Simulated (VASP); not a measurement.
Input of a VASP 6.6.1 run:

File INCAR:

```
SYSTEM = ScRu3
PREC = Accurate ; ENCUT = 520
EDIFF = 1E-6 ; ISMEAR = 0
SIGMA = 0.1 ; LREAL = .FALSE.
LASPH = .TRUE. ; NELM = 100
ALGO = Fast ; ISIF = 2
LWAVE = .FALSE. ; LCHARG = .FALSE.
GGA = PE ; NBANDS = 34
```

KPOINTS

```
Automatic mesh
0
G
  10 10 10
  0 0 0
```

POSCAR

```
ScRu3
1.0
    4.1084593253      0.0000000000      0.0000000000
    0.0000000000      4.1084593253      0.0000000000
    0.0000000000      0.0000000000      4.1084593253
Sc Ru
1 3
Direct
    0.0000000000      0.0000000000      0.0000000000
    0.0000000000      0.5000000000      0.5000000000
    0.5000000000      0.0000000000      0.5000000000
    0.5000000000      0.5000000000      0.0000000000
```

Potentials or basis: VASP PAW PBE potentials, release 64 (Sc_sv, Ru_pv).

Launch:

```console
$ cat potpaw_PBE.64/Sc_sv/POTCAR potpaw_PBE.64/Ru_pv/POTCAR > POTCAR
$ mpirun -np 1 vasp_std > vasp.out
```

Task: What does it give for the band gap on the k mesh?

Result: None (metal or under the smearing width).

Task: Estimate the pressure.

Result: -20.2 GPa.

Caveat: so large a pressure means that the cell lies far from this level's equilibrium, or that cutoff or potentials fall short.
